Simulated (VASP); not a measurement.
```xyz
9
Lattice="4.2426 0.0000 0.0000 -2.1213 3.6742 0.0000 0.0000 0.0000 25.3923" Properties=species:S:1:pos:R:3 pbc="T T T"
Al     2.1213     1.2247     8.3660
Al     0.0000     2.4495    11.8301
Al     0.0000     0.0000    10.0981
Al     0.0000     0.0000    15.2942
Al     2.1213     1.2247    13.5622
Al     0.0000     2.4495    17.0263
Au     0.0000     2.4495     9.2321
Au     0.0000     0.0000    12.6962
Au     2.1213     1.2247    16.1602
```

Method: r2SCAN meta-GGA, VASP's PBE PAW potentials (set 64) (plane waves; VASP). Settings: PREC = Normal, EDIFF = 1E-5, 400 eV cut-off, 8×8×1 Γ-centred mesh, first-order Methfessel-Paxton smearing of 0.10 eV, potentials Al Au.

**Question.** The ions are relaxed. Predict the relaxed structure.

**Answer.** 
```xyz
9
Lattice="4.2426 0.0000 0.0000 -2.1213 3.6742 0.0000 0.0000 0.0000 25.3923" Properties=species:S:1:pos:R:3 pbc="T T T"
Al     2.1213     1.2247     8.5330
Al     0.0000     2.4495    11.8241
Al    -2.1213     3.6742    10.0673
Al     0.0000     0.0000    15.3250
Al     2.1213     1.2247    13.5682
Al     0.0000     2.4495    16.8593
Au     0.0000     2.4495     9.2370
Au     0.0000     0.0000    12.6962
Au     2.1213     1.2247    16.1553
```

**Question.** How much energy does the relaxation gain?

**Answer.** The energy (σ→0) changes by -9.2 meV/atom, in 10 ionic steps.

The cell is a thin slab with vacuum, built from AuAl2 (fluorite): (111) face.
